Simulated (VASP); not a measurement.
# Bulk modulus of diamond and zinc-blende semiconductors: measurement against PBE-D3(BJ)

Computed values from VASP (plane waves, PAW); cells keep the symmetry of their structure type. Static lattice, from a third-order Birch-Murnaghan fit over five volumes at each level.

Here x stands for PBE-D3(BJ) B0 and y for measured B0.

```csv
solid,PBE-D3(BJ) B0 (GPa),measured B0 (GPa),cut-off (eV),basis of the measured value
Ge,62.9,77.3,520,"0 K, zero-point corrected"
InP,65.0,?,520,"0 K, zero-point corrected"
GaAs,67.4,76.7,520,"0 K, zero-point corrected"
AlAs,73.1,75.0,520,"0 K, zero-point corrected"
Si,91.6,100.8,520,"0 K, zero-point corrected"
BP,170.0,176.5,520,"0 K, zero-point corrected"
SiC,220.9,229.1,520,"0 K, zero-point corrected"
```

### Question
Using a straight line, estimate the missing y at x = 65.0 from the other rows, showing the fit.

### Answer
With u = x - 114, the rows have u = -51.10, -46.60, -40.90, -22.40, 56.00, 106.90. Means: u 0.31667, y 122.57. About the means, the sum of products is 21292 and the sum of squares of u is 21520; the slope is their ratio. Least squares gives y = 122.25 + 0.98940·u. Residuals (row less fit): 5.61, 0.56, -6.78, 0.71, -1.16, 1.08; standard error 4.49 (degrees of freedom: 4). The slope is 0.989 with a standard error of 0.031. Before the fit, PBE-D3(BJ) less measured has mean -8.25, mean absolute 8.25 and median absolute 8.70 GPa over these 6 rows. At the withheld row, u = -49.00, so y = 122.25 + 0.98940 × (-49.00) = 73.77 GPa. The measured value is 72.0 GPa, 1.77 GPa below the prediction (1.1 % of the range of y in the table). The row lies between fitted rows. From the scatter of the fitted rows alone, a prediction at this place has a standard error of 5.08 GPa, so the miss is 0.3 times that.

Plain PBE-D3(BJ) misses this row by -7.0 GPa. The rows are a random draw of 7 from the 7 solids that have both values on this basis (zero-point corrected by the source), of 15 computed in this series. Not drawn: V to Ni and open 4f shells, rows kept for tests, unfit runs, cells that left their space group, values derived or compiled from fits, values whose temperature is given only as extrapolated, encyclopaedia, home-page and unnamed sources, sources from 2025 on. Measured values as quoted by these papers, many of them computational: Ge Tanner et al., (2021), arXiv:2110.11888; InP Daniel Mejia-Rodriguez et al., Physical Review B (2018), arXiv:1807.09216; GaAs Daniel Mejia-Rodriguez et al., Physical Review B (2018), arXiv:1807.09216; AlAs Daniel Mejia-Rodriguez et al., Physical Review B (2018), arXiv:1807.09216; Si Jianwei Sun et al., Physical Review B (2011), doi:10.1103/physrevb.84.035117; BP Tamar Goldzak et al., The Journal of Chemical Physics (2022), arXiv:2208.04865; SiC Daniel Mejia-Rodriguez et al., Physical Review B (2018), arXiv:1807.09216.
